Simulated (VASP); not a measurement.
An input for Quantum ESPRESSO's pw.x (written as the equivalent of a VASP run, and not itself run):

```
&CONTROL
  calculation = 'scf'
  pseudo_dir = './pseudo'
  outdir = './out'
  tprnfor = .true.
  tstress = .true.
/
&SYSTEM
  ibrav = 0
  nat = 8
  ntyp = 2
  ecutwfc = 82
  occupations = 'smearing'
  smearing = 'fermi-dirac'
  degauss = 0.00735
  input_dft = 'pbesol'
  noncolin = .true.
  lspinorb = .true.
/
&ELECTRONS
  conv_thr = 7.3e-08
  electron_maxstep = 100
/
ATOMIC_SPECIES
  Nb 92.906 Nb.upf
  Ga 69.723 Ga.upf
CELL_PARAMETERS angstrom
     5.1887870    0.0000000    0.0000000
     0.0000000    5.1887870    0.0000000
     0.0000000    0.0000000    5.1887870
ATOMIC_POSITIONS crystal
  Nb   0.2500000  0.0000000  0.5000000
  Nb   0.5000000  0.7500000  0.0000000
  Nb   0.7500000  0.0000000  0.5000000
  Nb   0.5000000  0.2500000  0.0000000
  Nb   0.0000000  0.5000000  0.7500000
  Nb   0.0000000  0.5000000  0.2500000
  Ga   0.0000000  0.0000000  0.0000000
  Ga   0.5000000  0.5000000  0.5000000
K_POINTS automatic
  5 5 5 0 0 0
```

Problem. Translate this input to VASP (INCAR, KPOINTS, POSCAR, choice of POTCAR).

Solution. This is not unique; one that fits is 
### POSCAR
```
Nb3Ga
5.1887870
  1.0000000000   0.0000000000   0.0000000000
  0.0000000000   1.0000000000   0.0000000000
  0.0000000000   0.0000000000   1.0000000000
Nb Ga
6 2
Cart
  0.2500000000   0.0000000000   0.5000000000
  0.5000000000   0.7500000000   0.0000000000
  0.7500000000   0.0000000000   0.5000000000
  0.5000000000   0.2500000000   0.0000000000
  0.0000000000   0.5000000000   0.7500000000
  0.0000000000   0.5000000000   0.2500000000
  0.0000000000   0.0000000000   0.0000000000
  0.5000000000   0.5000000000   0.5000000000
```

File KPOINTS:
```
Automatic mesh
0
Gamma
5 5 5
```

**INCAR**
```
SYSTEM = Nb3Ga
PREC = Accurate
ENCUT = 300
EDIFF = 1E-6
NELM = 100
ALGO = Normal
LREAL = .FALSE.
LASPH = .TRUE.
ISMEAR = -1
SIGMA = 0.1
GGA = PS
LMAXMIX = 4
LWAVE = .FALSE.
LCHARG = .FALSE.
ISIF = 2
LSORBIT = .TRUE.
LNONCOLLINEAR = .TRUE.
MAGMOM = 0.0 0.0 0.0 0.0 0.0 0.0 0.0 0.0 0.0 0.0 0.0 0.0 0.0 0.0 0.0 0.0 0.0 0.0 0.0 0.0 0.0 0.0 0.0 0.0
GGA_COMPAT = .FALSE.
LORBIT = 11
```

POTCAR, in this order: Nb_sv Ga_d (PBE.64 set). Program: vasp_ncl.

What does not carry over: the potentials are each code's own (VASP's PAW set, PseudoDojo norm-conserving files, fully relativistic, in pw.x), so ENCUT and ecutwfc are chosen apart and not converted; conv_thr bounds pw.x's estimated SCF error, while EDIFF bounds the energy change between steps.

The structure comes from a measured Nb3Ga entry of the Crystallography Open Database, whose conditions weren't checked. The cell was not relaxed at this level. The run is one of a series of settings (GGA_COMPAT = .FALSE., LNONCOLLINEAR = .TRUE., LSORBIT = .TRUE., MAGMOM = 0.0 0.0 0.0 0.0 0.0 0.0 0.0 0.0 0.0 0.0 0.0 0.0 0.0 0.0 0.0 0.0 0.0 0.0 0.0 0.0 0.0 0.0 0.0 0.0, program vasp_ncl against the base run), some of them coarse on purpose.
